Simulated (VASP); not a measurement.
A VASP calculation is set up with these files.

File KPOINTS:
```
Automatic mesh
0
Gamma
14 14 14
0 0 0
```

### INCAR
```
LUSE_VDW  =  .TRUE.
GGA  =  ML
LREAL  =  .FALSE.
NSW  =  60
ISMEAR  =  1   # Methfessel-Paxton
PREC  =  Accurate
AGGAC  =  0.0
ZAB_VDW  =  -1.8867
LWAVE  =  .FALSE.
SYSTEM  =  Nb
SIGMA  =  0.1   # width (eV)
EDIFFG  =  -0.01
ISIF  =  3
LCHARG  =  .FALSE.
NELM  =  100   # most electronic steps
IBRION  =  2
LMAXMIX  =  4   # l cut-off of mixed one-centre charges
ENCUT  =  520
EDIFF  =  1E-6   # SCF stop (eV)
LASPH  =  .TRUE.
ALGO  =  Normal   # blocked Davidson
```

### POSCAR
```
Nb
1
   -1.6500000000     1.6500000000     1.6500000000
    1.6500000000    -1.6500000000     1.6500000000
    1.6500000000     1.6500000000    -1.6500000000
Nb
1
Direct
  0.0000000000   0.0000000000   0.0000000000
```

POTCAR, in this order: Nb_sv (PBE.64 set). Program: vasp_std.

Write an equivalent input for Quantum ESPRESSO's pw.x.

One equivalent input (not run):
```
&CONTROL
  calculation = 'vc-relax'
  pseudo_dir = './pseudo'
  outdir = './out'
  tprnfor = .true.
  tstress = .true.
  nstep = 60
  forc_conv_thr = 0.00039
/
&SYSTEM
  ibrav = 0
  nat = 1
  ntyp = 1
  ecutwfc = 82
  occupations = 'smearing'
  smearing = 'methfessel-paxton'
  degauss = 0.00735
  input_dft = 'vdw-df2'
/
&ELECTRONS
  conv_thr = 7.3e-08
  electron_maxstep = 100
/
&IONS
/
&CELL
/
ATOMIC_SPECIES
  Nb 92.906 Nb.upf
CELL_PARAMETERS angstrom
    -1.6500000    1.6500000    1.6500000
     1.6500000   -1.6500000    1.6500000
     1.6500000    1.6500000   -1.6500000
ATOMIC_POSITIONS crystal
  Nb   0.0000000  0.0000000  0.0000000
K_POINTS automatic
  14 14 14 0 0 0
```
What does not carry over: the potentials are each code's own (VASP's PAW set, PseudoDojo norm-conserving files in pw.x), so ENCUT and ecutwfc are chosen apart and not converted; conv_thr bounds pw.x's estimated SCF error, while EDIFF bounds the energy change between steps; forc_conv_thr acts on force components and is met together with etot_conv_thr.

The compound is Nb in the bcc structure. This run relaxes it. Symmetry was kept, so distortions that lower it aren't found.
